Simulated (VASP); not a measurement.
BaTiO3:

```
Ba Ti O
1.0
     4.03195    0.00000    0.00000
     0.00000    4.03195    0.00000
     0.00000    0.00000    4.03195
Ba Ti O
1 1 3
Direct
  0.50000 0.50000 0.50000
  0.00000 0.00000 0.00000
  0.50000 0.00000 0.00000
  0.00000 0.50000 0.00000
  0.00000 0.00000 0.50000
```

Base run:

| Item | Value |
| --- | --- |
| Program | VASP 6.6.1 |
| Functional | HSE06 |
| Potentials or basis | VASP PAW PBE potentials, release 64 (Ba_sv, Ti_sv, O) |
| Cutoff | 520 eV |
| k mesh | 4 × 4 × 4 |
| Occupations | gaussian, width 0.03 eV |
| Spin | no spin polarisation |

Its results: band gap on the k mesh 3.09 eV, indirect (least direct gap 3.23 eV); pressure -5.4 GPa.

Problem. The run is repeated on the same cell with these changes: functional from HSE06 to PBE. What comes out?

Solution. Band gap on the k mesh 1.68 eV, indirect (least direct gap 1.85 eV); pressure 0.2 GPa.

HSE06 gives the wider gap, since exact exchange removes part of the self-interaction.

Caveats: spin-orbit coupling is left out, which moves the levels of the heavy elements; the PAW data sets were made with another functional, which shifts forces and pressure a little (some runs).
